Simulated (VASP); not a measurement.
Input:

```yaml
crystal:
  lattice:
    - [6.26221, 0.00000, 0.00000]
    - [0.00000, 6.26221, 0.00000]
    - [0.00000, 0.00000, 6.26221]
  atoms:
    - { symbol: Zn, position: [0.00000, 0.00000, 0.00000] }
    - { symbol: Zn, position: [0.50000, 0.50000, 0.00000] }
    - { symbol: Zn, position: [0.50000, 0.00000, 0.50000] }
    - { symbol: Te, position: [0.25661, 0.24339, 0.24339] }
    - { symbol: Te, position: [0.74339, 0.75661, 0.24339] }
    - { symbol: Te, position: [0.74339, 0.24339, 0.75661] }
    - { symbol: Te, position: [0.25661, 0.75661, 0.75661] }
    - { symbol: Mg, position: [0.00000, 0.50000, 0.50000] }
```

Computed with PBE GGA, VASP's PBE PAW potentials (set 64) (plane waves; VASP). Run with 400 eV cut-off, Gaussian smearing of 0.050 eV, potentials Zn Te Mg.

Unless said otherwise, spin-orbit coupling is left out, though it shifts the bands of the heavy elements here.

Predict the band gap (along the path) with the smallest direct gap where there is one.

| Property | Value |
|---|---|
| band gap (along the path) | 1.24 eV |
| smallest direct gap (along the path) | 1.24 eV |

Total energies compare only between runs with the same potentials, cut-off and functional.

The structure was generated: MgZn3Te4 was put into an ordered model structure (P-43m), which need not be its known phase. It was relaxed first.
